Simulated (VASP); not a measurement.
An input for Quantum ESPRESSO's pw.x (written as the equivalent of a VASP run, and not itself run):

```
&CONTROL
  calculation = 'vc-relax'
  pseudo_dir = './pseudo'
  outdir = './out'
  tprnfor = .true.
  tstress = .true.
  nstep = 40
  forc_conv_thr = 0.00078
/
&SYSTEM
  ibrav = 0
  nat = 2
  ntyp = 2
  ecutwfc = 84
  occupations = 'smearing'
  smearing = 'gaussian'
  degauss = 0.003675
  input_dft = 'pbesol'
/
&ELECTRONS
  conv_thr = 7.3e-08
  electron_maxstep = 100
/
&IONS
/
&CELL
/
ATOMIC_SPECIES
  K 39.098 K.upf
  F 18.998 F.upf
CELL_PARAMETERS angstrom
     0.0000000    2.6557848    2.6557848
     2.6557848    0.0000000    2.6557848
     2.6557848    2.6557848    0.0000000
ATOMIC_POSITIONS crystal
  K    0.0000000  0.0000000  0.0000000
  F    0.5000000  0.5000000  0.5000000
K_POINTS automatic
  9 9 9 0 0 0
```

Translate this input to VASP (INCAR, KPOINTS, POSCAR, choice of POTCAR).

This is not unique; one that fits is 
INCAR:
```
# general
SYSTEM=KF
PREC  =Accurate
ENCUT =620   # plane-wave cut-off (eV)
LREAL =.FALSE.
LASPH =.TRUE.   # aspherical one-centre terms

# electronic loop
EDIFF =1E-6   # SCF stop (eV)
NELM  =100   # most electronic steps
ALGO  =Normal

# smearing
ISMEAR=0   # Gaussian
SIGMA =0.05   # width (eV)

# functional
GGA   =PS   # PBEsol

# ions
IBRION=2   # conjugate gradients
NSW   =40   # most ionic steps
ISIF  =3   # ions, shape and volume
EDIFFG=-0.02

# output
LWAVE =.FALSE.
LCHARG=.FALSE.
```

POSCAR:
```
KF
1.0
  0.0000000000   2.6557847636   2.6557847636
  2.6557847636   0.0000000000   2.6557847636
  2.6557847636   2.6557847636   0.0000000000
K F
1 1
Cart
  0.0000000000   0.0000000000   0.0000000000
  2.6557847636   2.6557847636   2.6557847636
```

### KPOINTS
```
kpoints
0
G
  9 9 9
0 0 0
```

POTCAR, in this order: K_sv F (PBE.64 set). Program: vasp_std.

Limits of the translation: the potentials are each code's own (VASP's PAW set, PseudoDojo norm-conserving files in pw.x), so ENCUT and ecutwfc are chosen apart and not converted; conv_thr bounds pw.x's estimated SCF error, while EDIFF bounds the energy change between steps; forc_conv_thr acts on force components and is met together with etot_conv_thr.

The compound is KF in the rock salt structure. It was relaxed first.
